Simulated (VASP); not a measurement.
```
CELL_PARAMETERS angstrom
     -2.05564     2.05564     5.57930
      2.05564    -2.05564     5.57930
      2.05564     2.05564    -5.57930
ATOMIC_POSITIONS crystal
  Eu 0.00000 0.00000 0.00000
  Al 0.75000 0.25000 0.50000
  Al 0.25000 0.75000 0.50000
  Zn 0.60937 0.60937 0.00000
  Zn 0.39063 0.39063 0.00000
```

Calculation: PBEsol GGA, VASP's PBE PAW potentials (set 64) (plane waves; VASP 6.6.1). Settings: 480 eV cut-off, 10×10×10 Γ-centred mesh, first-order Methfessel-Paxton smearing of 0.10 eV, potentials Eu_2 Al Zn.

The 4f electrons are frozen in the core of the lanthanide potential, so 4f levels, which can set the real gap, and their magnetism are missing.

Problem. What does the run give for the energy per atom (σ→0), band gap (on the k-mesh) with the smallest direct gap where there is one?

Solution. 
```json
{
  "band gap (on the k-mesh)": "none (metal, semimetal or under 0.01 eV)",
  "energy per atom (σ→0)": "-3.103 eV/atom"
}
```

The absolute energy has meaning only against runs of the same code, potentials and settings.

The structure comes from a computed database's Al2EuZn2 entry (I4/mmm); how it stands against other phases isn't given here. It was relaxed first.
